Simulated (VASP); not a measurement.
Calculation: PBEsol GGA, VASP's PBE PAW potentials (set 64) (plane waves; VASP).

VASP input:

### POSCAR
```
Ni3Al
1
    3.5185715322     0.0000000000     0.0000000000
   -0.0000000000     3.5185715322     0.0000000000
   -0.0000000000    -0.0000000000     3.5185715322
Al Ni
1 3
Direct
  0.0000000000   0.0000000000   0.0000000000
  0.0000000000   0.5000000000   0.5000000000
  0.5000000000   0.0000000000   0.5000000000
  0.5000000000   0.5000000000   0.0000000000
```

KPOINTS:
```
Automatic mesh
0
Gamma
8 8 8
0 0 0
```

### INCAR
```
SYSTEM  =  Ni3Al
PREC  =  Accurate; ENCUT  =  400; LREAL  =  .FALSE.
LASPH  =  .TRUE.
EDIFF  =  1E-6; NELM  =  100; ALGO  =  Normal
LMAXMIX  =  4
ISMEAR  =  1; SIGMA  =  0.1
GGA  =  PS
MAGMOM  =  0.0 3*0.5
ISPIN  =  2
IBRION  =  2; NSW  =  60; ISIF  =  3
EDIFFG  =  -0.02
LWAVE  =  .FALSE.; LCHARG  =  .FALSE.; LORBIT  =  10
```

POTCAR, in this order: Al Ni (PBE.64 set). Program: vasp_std.

The run wrote:

### OSZICAR
```
       N       E                     dE             d eps       ncg     rms          rms(c)
DAV:   1     0.168150133259E+03    0.16815E+03   -0.12240E+04  2972   0.166E+03
DAV:   2    -0.208060346236E+02   -0.18896E+03   -0.18099E+03  2940   0.330E+02
DAV:   3    -0.289996500804E+02   -0.81936E+01   -0.77982E+01  3260   0.952E+01
DAV:   4    -0.291422656406E+02   -0.14262E+00   -0.14219E+00  3430   0.111E+01
DAV:   5    -0.291470817357E+02   -0.48161E-02   -0.48152E-02  3568   0.192E+00    0.213E+01
DAV:   6    -0.297668987887E+02   -0.61982E+00   -0.73731E+01  3305   0.143E+02    0.215E+01
DAV:   7    -0.243454643202E+02    0.54214E+01   -0.21625E+01  3291   0.764E+01    0.261E+00
DAV:   8    -0.243152505883E+02    0.30214E-01   -0.44839E-01  3125   0.550E+00    0.151E+00
DAV:   9    -0.242912926383E+02    0.23958E-01   -0.42662E-02  3902   0.285E+00    0.635E-01
DAV:  10    -0.242914738902E+02   -0.18125E-03   -0.26095E-03  3530   0.633E-01    0.289E-01
DAV:  11    -0.242916925687E+02   -0.21868E-03   -0.22939E-03  3615   0.748E-01    0.863E-02
DAV:  12    -0.242917533702E+02   -0.60802E-04   -0.29569E-04  3344   0.256E-01    0.423E-02
DAV:  13    -0.242917570450E+02   -0.36748E-05   -0.17426E-05  3789   0.516E-02    0.205E-02
DAV:  14    -0.242917564735E+02    0.57144E-06   -0.17795E-06  2071   0.187E-02
   1 F= -.24291756E+02 E0= -.24291158E+02  d E =-.242918E+02  mag=     0.7011
```

**OUTCAR**
```
------------------------ aborting loop because EDIFF is reached ----------------------------------------
  FORCE on cell =-STRESS in cart. coord.  units (eV):
  Direction    XX          YY          ZZ          XY          YZ          ZX
  --------------------------------------------------------------------------------------
  Total       -0.0372639     -0.0372639     -0.0372639      0.0000000      0.0000000     -0.0000000
  in kB       -1.3705644     -1.3705644     -1.3705644      0.0000000      0.0000000     -0.0000000
  external PRESSURE =      -1.3705644 kB  Pullay stress =       0.0000000 kB
  volume of cell :       43.56
      direct lattice vectors                 reciprocal lattice vectors
     3.518571532  0.000000000  0.000000000     0.284206244  0.000000000  0.000000000
     0.000000000  3.518571532  0.000000000     0.000000000  0.284206244  0.000000000
     0.000000000  0.000000000  3.518571532     0.000000000  0.000000000  0.284206244
 POSITION                                       TOTAL-FORCE (eV/Angst)
 -----------------------------------------------------------------------------------
      0.00000      0.00000      0.00000         0.000000      0.000000      0.000000
      0.00000      1.75929      1.75929         0.000000      0.000000      0.000000
      1.75929      0.00000      1.75929         0.000000      0.000000      0.000000
      1.75929      1.75929      0.00000         0.000000      0.000000      0.000000
 -----------------------------------------------------------------------------------
    total drift:                                0.000000     -0.000000     -0.000000
  FREE ENERGIE OF THE ION-ELECTRON SYSTEM (eV)
  ---------------------------------------------------
  free  energy   TOTEN  =       -24.2917564735 eV

  energy  without entropy=      -24.2899619147  energy(sigma->0) =      -24.29115829

 total charge

# of ion       s       p       d       tot
------------------------------------------
    1        0.410   0.406   0.000   0.816
    2        0.513   0.553   8.395   9.460
    3        0.513   0.553   8.395   9.460
    4        0.513   0.553   8.395   9.460
--------------------------------------------------
tot          1.949   2.066  25.184  29.198

 magnetization (x)

# of ion       s       p       d       tot
------------------------------------------
    1       -0.001  -0.008   0.000  -0.008
    2       -0.003  -0.008   0.259   0.247
    3       -0.003  -0.008   0.259   0.247
    4       -0.003  -0.008   0.259   0.247
--------------------------------------------------
tot         -0.009  -0.033   0.776   0.734

 reached required accuracy - stopping structural energy minimisation
```
(Selected blocks of OUTCAR.)

The compound is Ni3Al in the L1_2 structure. It was relaxed first. The start is the result of an earlier pass.
